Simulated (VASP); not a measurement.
# In2Te2O (P-3m1) in VASP: notebook

Runs on In2Te2O. Level: PBE. Tasks: equation of state.

Program: VASP 6.6.1. These are calculated values, not measurements. Logs are shortened: lines on timing, memory, paths and dates and some standing lists are left out, and cuts for length are marked.

## Step 1: The crystal as given

Symmetry: P-3m1, No. 164, trigonal system. The conventional cell has a = 4.434 Å, b = 4.434 Å, c = 10.393 Å, α = 90.00°, β = 90.00°, γ = 120.00°. In (site symmetry 3m) is surrounded by 1 O at 1.97 Å. Around Te (site symmetry 3m) lie 3 In at 2.87 Å. O (site symmetry -3m) is surrounded by 2 In at 1.97 Å.

The cell was built by a generator and needn't be a form met in nature.

## Step 2: Equation of state, PBE, 35.39 Å³/atom

INCAR reads:

```
SYSTEM = In2Te2O
PREC = Accurate
ENCUT = 520
EDIFF = 1E-6
ISMEAR = 0
SIGMA = 0.03
LREAL = .FALSE.
LASPH = .TRUE.
NELM = 100
ALGO = Normal
ISIF = 4
LWAVE = .FALSE.
LCHARG = .FALSE.
GGA = PE
IBRION = 2
NSW = 30
EDIFFG = -0.02
KPAR = 2
```

KPOINTS reads:

```
Automatic mesh
0
G
  6 6 4
  0 0 0
```

POSCAR reads:

```
In2Te2O
1.0
    4.4337180000      0.0000000000      0.0000000000
   -2.2168590000      3.8397130000      0.0000000000
    0.0000000000      0.0000000000     10.3929400000
In Te O
2 2 1
Direct
    0.0000000000      0.0000000000      0.8101560000
    0.0000000000      0.0000000000      0.1898440000
    0.3333330000      0.6666670000      0.3149000000
    0.6666670000      0.3333330000      0.6851000000
    0.0000000000      0.0000000000      0.0000000000
```

Potentials or basis: VASP PAW PBE potentials, release 64 (In_d, Te, O).

Launch:

```console
$ cat potpaw_PBE.64/In_d/POTCAR potpaw_PBE.64/Te/POTCAR potpaw_PBE.64/O/POTCAR > POTCAR
$ mpirun -np 2 vasp_std > vasp.out
```

OUTCAR:

```text
SYSTEM = In2Te2O
   PREC = Accurate
   ENCUT = 520
   EDIFF = 1E-6
   ISMEAR = 0
   LREAL = .FALSE.
   LASPH = .TRUE.
   NELM = 100
   ISIF = 4
   GGA = PE
   IBRION = 2
   NSW = 30
   EDIFFG = -0.02

 ion  position               nearest neighbor table
   1  0.000  0.000  0.810-   5 1.97   4 2.87   4 2.87   4 2.87   2 3.95
   2  0.000  0.000  0.190-   5 1.97   3 2.87   3 2.87   3 2.87   1 3.95
   3  0.333  0.667  0.315-   2 2.87   2 2.87   2 2.87
   4  0.667  0.333  0.685-   1 2.87   1 2.87   1 2.87
   5  0.000  0.000  0.000-   1 1.97   2 1.97

  LATTYP: Found a hexagonal cell.
 ALAT       =     4.4337180000
 C/A-ratio  =     2.3440687928

  Lattice vectors:

 A1 = (   4.4337180000,   0.0000000000,   0.0000000000)
 A2 = (  -2.2168590000,   3.8397130000,   0.0000000000)
 A3 = (   0.0000000000,   0.0000000000,  10.3929400000)

Analysis of symmetry for initial positions (statically):
=====================================================================
 Subroutine PRICEL returns:
 Original cell was already a primitive cell.

 Routine SETGRP: Setting up the symmetry group for a
 hexagonal supercell.

 Subroutine GETGRP returns: Found 12 space group operations
 (whereof 12 operations were pure point group operations)
 out of a pool of 24 trial point group operations.

The static configuration has the point symmetry D_3d.

Analysis of symmetry for dynamics (positions and initial velocities):
=====================================================================
 Subroutine PRICEL returns:
 Original cell was already a primitive cell.

 Routine SETGRP: Setting up the symmetry group for a
 hexagonal supercell.

 Subroutine GETGRP returns: Found 12 space group operations
 (whereof 12 operations were pure point group operations)
 out of a pool of 24 trial point group operations.

The dynamic configuration has the point symmetry D_3d.

 Subroutine INISYM returns: Found 12 space group operations
 (whereof 12 operations are pure point group operations),
 and found     1 'primitive' translations

----------------------------------------------------------------------------------------

                                     Primitive cell

  volume of cell :     176.9315

  direct lattice vectors                    reciprocal lattice vectors
     4.433718000  0.000000000  0.000000000     0.225544340  0.130218066  0.000000000
    -2.216859000  3.839713000  0.000000000     0.000000000  0.260436132  0.000000000
     0.000000000  0.000000000 10.392940000     0.000000000  0.000000000  0.096219164

  length of vectors
     4.433718000  4.433718501 10.392940000     0.260436161  0.260436132  0.096219164

  position of ions in fractional coordinates (direct lattice)
     0.000000000  0.000000000  0.810156000
     0.000000000  0.000000000  0.189844000
     0.333333000  0.666667000  0.314900000
     0.666667000  0.333333000  0.685100000
     0.000000000  0.000000000  0.000000000

  ion indices of the primitive-cell ions
   primitive index   ion index
                 1           1
                 2           2
                 3           3
                 4           4
                 5           5

----------------------------------------------------------------------------------------

 KPOINTS: Automatic mesh

Automatic generation of k-mesh.
 Grid dimensions read from file:
 generate k-points for:    6    6    4

 Generating k-lattice:

  Cartesian coordinates                     Fractional coordinates (reciprocal lattice)
     0.037590723  0.021703011  0.000000000     0.166666667  0.000000000  0.000000000
     0.000000000  0.043406022  0.000000000     0.000000000  0.166666667  0.000000000
     0.000000000  0.000000000  0.024054791     0.000000000  0.000000000  0.250000000

  Length of vectors
     0.043406027  0.043406022  0.024054791

  Shift w.r.t. Gamma in fractional coordinates (k-lattice)
     0.000000000  0.000000000  0.000000000

 Subroutine IBZKPT returns following result:
 ===========================================

 Found     24 irreducible k-points:

 Following reciprocal coordinates:
            Coordinates               Weight
  0.000000  0.000000  0.000000      1.000000
  0.166667 -0.000000  0.000000      6.000000
  0.333333  0.000000  0.000000      6.000000
  0.500000  0.000000  0.000000      3.000000
  0.166667  0.166667  0.000000      6.000000
  0.333333  0.166667  0.000000     12.000000
[... 16 lines left out ...]
  0.333333  0.166667  0.500000     12.000000
  0.333333  0.333333  0.500000      2.000000
   k-points           NKPTS =     24   k-points in BZ     NKDIM =     24   number of bands    NBANDS=     26
   number of dos      NEDOS =    301   number of ions     NIONS =      5
   total plane-waves  NPLWV = 103680
   dimension x,y,z NGX =    36 NGY =   36 NGZ =   80
   dimension x,y,z NGXF=    72 NGYF=   72 NGZF=  160
   ions per type =               2   2   1
   NGX,Y,Z   is equivalent  to a cutoff of  13.50, 13.50, 12.80 a.u.
   NGXF,Y,Z  is equivalent  to a cutoff of  27.00, 27.00, 25.59 a.u.
 SYSTEM =  In2Te2O
   PREC   = accura    normal or accurate (medium, high low for compatibility)
   ISTART =      0    job   : 0-new  1-cont  2-samecut
   ICHARG =      2    charge: 1-file 2-atom 10-const
   ISPIN  =      1    spin polarized calculation?
   LNONCOLLINEAR =      F non collinear calculations
   LSORBIT =      F    spin-orbit coupling
   LASPH  =      T    aspherical Exc in radial PAW
   ENCUT  =  520.0 eV  38.22 Ry    6.18 a.u.   8.24  8.24 19.32*2*pi/ulx,y,z
   NELM   =    100;   NELMIN=  2; NELMDL= -5     # of ELM steps
   EDIFF  = 0.1E-05   stopping-criterion for ELM
   LREAL  =      F    real-space projection
   EDIFFG = -.2E-01   stopping-criterion for IOM
   NSW    =     30    number of steps for IOM
   IBRION =      2    ionic relax: 0-MD 1-quasi-New 2-CG
   NFREE  =      1    steps in history (QN), initial steepest desc. (CG)
   ISIF   =      4    stress and relaxation
   ISYM   =      2    0-nonsym 1-usesym 2-fastsym
   POTIM  = 0.5000    time-step for ionic-motion
   TEBEG  =    0.0;   TEEND  =   0.0 temperature during run
   PSTRESS=    0.0 pullay stress
   NELECT =      44.0000    total number of electrons
   NUPDOWN=      -1.0000    fix difference up-down
   EMIN   =  10.00;   EMAX   =-10.00  energy-range for DOS
   EFERMI =   0.00;   METHOD = LEGACY
   ISMEAR =     0;   SIGMA  =   0.03  broadening in eV -4-tet -1-fermi 0-gaus
   EFERMI_NEDOS =   21; number of points for ismear=-14 and -15
   IALGO  =     38    algorithm
   IMIX   =      4    mixing-type and parameters
     AMIX     =   0.40;   BMIX     =  1.00
     AMIX_MAG =   1.60;   BMIX_MAG =  1.00
  volume/ion in A,a.u.               =      35.39       238.80
  Fermi-wavevector in a.u.,A,eV,Ry     =   1.029494  1.945462 14.420252  1.059859
  Thomas-Fermi vector in A             =   2.163545
   LORBIT       =      0    0 simple, 1 ext, 2 COOP (PROOUT), +10 PAW based schemes
   GGA     = PE    functional components
   LHFCALC =     F    Hartree Fock is set to
   AEXX    =    0.0000 exact exchange contribution
   IVDW    =     0    specifies the selected vdW correction
   LEPSILON=     F    determine dielectric tensor
   LRPA    =     F    only Hartree local field effects (RPA)
 conjugate gradient relaxation of ions
 non-spin polarized calculation
 Gauss-broadening in eV      SIGMA  =   0.03
  energy-cutoff  :      520.00
  volume of cell :      176.93
 maximum number of plane-waves:      4790
 NGX is ok and might be reduce to    36
   NGX = 17   NGY = 17   NGZ = 39

 number of electron      44.0000011 magnetization

 Free energy of the ion-electron system (eV)
  ---------------------------------------------------
  ext. energy  EPLUGINS =         0.00000000
  ---------------------------------------------------
  free energy    TOTEN  =       -19.22541802 eV

  energy without entropy =      -19.22541802  energy(sigma->0) =      -19.22541802

 E-fermi :   2.2983     XC(G=0):  -7.8015

 val. band max:        2.1707940453   @ k =   0.0000   0.0000   0.0000
 cond. band min:       3.2131509017   @ k =   0.0000   0.0000   0.0000
 fundamental gap:      1.0423568564
 Fermi energy:         2.2983466419

 k-point     1 :       0.0000    0.0000    0.0000
  band No.  band energies     occupation
      1     -14.7594      2.00000
      2     -11.6492      2.00000
      3     -11.5080      2.00000
      4     -11.5080      2.00000
      5     -11.5076      2.00000
      6     -11.5076      2.00000
[... 18 lines left out ...]
     25       6.1876      0.00000
     26       6.8284      0.00000

 k-point     2 :       0.1667   -0.0000    0.0000
  band No.  band energies     occupation
      1     -14.7564      2.00000
      2     -11.6449      2.00000
      3     -11.5266      2.00000
      4     -11.5228      2.00000
      5     -11.4998      2.00000
      6     -11.4990      2.00000
[... 18 lines left out ...]
     25       6.2266      0.00000
     26       6.7394      0.00000

 k-point     3 :       0.3333    0.0000    0.0000
  band No.  band energies     occupation
      1     -14.7504      2.00000
      2     -11.6365      2.00000
      3     -11.5634      2.00000
      4     -11.5563      2.00000
      5     -11.4834      2.00000
      6     -11.4819      2.00000
[... 18 lines left out ...]
     25       5.8678      0.00000
     26       6.7367      0.00000

 k-point     4 :       0.5000    0.0000    0.0000
  band No.  band energies     occupation
      1     -14.7474      2.00000
      2     -11.6325      2.00000
      3     -11.5785      2.00000
      4     -11.5764      2.00000
      5     -11.4752      2.00000
      6     -11.4732      2.00000
[... 18 lines left out ...]
     25       5.4444      0.00000
     26       6.8940      0.00000
[... 496 lines left out ...]
      1     -14.7519      2.00000
      2     -11.6381      2.00000
      3     -11.5530      2.00000
      4     -11.5464      2.00000
      5     -11.4889      2.00000
      6     -11.4883      2.00000
[... 18 lines left out ...]
     25       6.5934      0.00000
     26       6.6952      0.00000

 k-point    23 :       0.3333    0.1667    0.5000
  band No.  band energies     occupation
      1     -14.7474      2.00000
      2     -11.6296      2.00000
      3     -11.5773      2.00000
      4     -11.5728      2.00000
      5     -11.4797      2.00000
      6     -11.4783      2.00000
[... 18 lines left out ...]
     25       6.4114      0.00000
     26       6.7053      0.00000

 k-point    24 :       0.3333    0.3333    0.5000
  band No.  band energies     occupation
      1     -14.7458      2.00000
      2     -11.6231      2.00000
      3     -11.5820      2.00000
      4     -11.5820      2.00000
      5     -11.4799      2.00000
      6     -11.4799      2.00000
[... 18 lines left out ...]
     25       6.6867      0.00000
     26       6.6867      0.00000

------------------------ aborting loop because EDIFF is reached ----------------------------------------

  FORCE on cell =-STRESS in cart. coord.  units (eV):
  Direction    XX          YY          ZZ          XY          YZ          ZX
  --------------------------------------------------------------------------------------
  -------------------------------------------------------------------------------------
  Total        0.0277029      0.0277030      0.0306249      0.0000000      0.0000000      0.0000000
  in kB        0.2508600      0.2508600      0.2773195      0.0000000      0.0000000      0.0000000
  external PRESSURE =       0.2596798 kB  Pullay stress =       0.0000000 kB

 VOLUME and BASIS-vectors are now :
 -----------------------------------------------------------------------------
  energy-cutoff  :      520.00
  volume of cell :      176.93
      direct lattice vectors                 reciprocal lattice vectors
     4.433718000  0.000000000  0.000000000     0.225544340  0.130218066  0.000000000
    -2.216859000  3.839713000  0.000000000     0.000000000  0.260436132  0.000000000
     0.000000000  0.000000000 10.392940000     0.000000000  0.000000000  0.096219164

 POSITION                                       TOTAL-FORCE (eV/Angst)
 -----------------------------------------------------------------------------------
      0.00000      0.00000      8.41990         0.000000      0.000000     -0.002846
      0.00000      0.00000      1.97304        -0.000000      0.000000      0.002846
     -0.00000      2.55981      3.27274         0.000000      0.000000     -0.002863
      2.21686      1.27990      7.12020        -0.000000      0.000000      0.002863
      0.00000      0.00000      0.00000         0.000000      0.000000     -0.000000
 -----------------------------------------------------------------------------------
    total drift:                                0.000000     -0.000000      0.000000

  FREE ENERGIE OF THE ION-ELECTRON SYSTEM (eV)
  ---------------------------------------------------
  free  energy   TOTEN  =       -19.2254180234 eV

  energy  without entropy=      -19.2254180234  energy(sigma->0) =      -19.22541802

 reached required accuracy - stopping structural energy minimisation
```

Run time: 78 s. Hardware: 2 MPI ranks of Intel Xeon Platinum 8259CL at 2.50GHz (Skylake/Cascade Lake), shared host; peak memory 0.36 GiB.

What came out:

```yaml
Free_energy: -19.2254 eV
Pressure: 0.0 GPa
Band_gap_on_the_k_mesh: 1.04 eV, direct
```

Caveat: spin-orbit coupling is left out, which moves the levels of the heavy elements; this functional lacks dispersion, which binds the layers, so the pressure and a relaxed spacing across them are unreliable.

## Step 3: Equation of state, PBE, 34.32 Å³/atom (volume scaled by 0.97)

INCAR is that of step 2.

KPOINTS is that of step 2.

POSCAR, as its differences from that of step 2:

```diff
@@ -2,5 +2,5 @@
 1.0
-    4.4337180000      0.0000000000      0.0000000000
-   -2.2168590000      3.8397130000      0.0000000000
-    0.0000000000      0.0000000000     10.3929400000
+    4.3889299076      0.0000000000      0.0000000000
+   -2.1944649538      3.8009253683      0.0000000000
+    0.0000000000      0.0000000000     10.2879536302
 In Te O
```

Potentials or basis: VASP PAW PBE potentials, release 64 (In_d, Te, O).

Launch:

```console
$ cat potpaw_PBE.64/In_d/POTCAR potpaw_PBE.64/Te/POTCAR potpaw_PBE.64/O/POTCAR > POTCAR
$ mpirun -np 2 vasp_std > vasp.out
```

Wall time 8.2 min (2 MPI ranks of Intel Xeon Platinum 8259CL at 2.50GHz (Skylake/Cascade Lake), shared host); peak memory 0.38 GiB.

Results (log left out):

| Property | Result |
| --- | --- |
| Free energy | -19.2193 eV |
| Pressure | 0.3 GPa |
| Largest force | 0.008 eV/Å |
| Band gap on the k mesh | 1.01 eV, direct |

Caveat: spin-orbit coupling is left out, which moves the levels of the heavy elements; this functional lacks dispersion, which binds the layers, so the pressure and a relaxed spacing across them are unreliable.

[end of part 1 of 2]
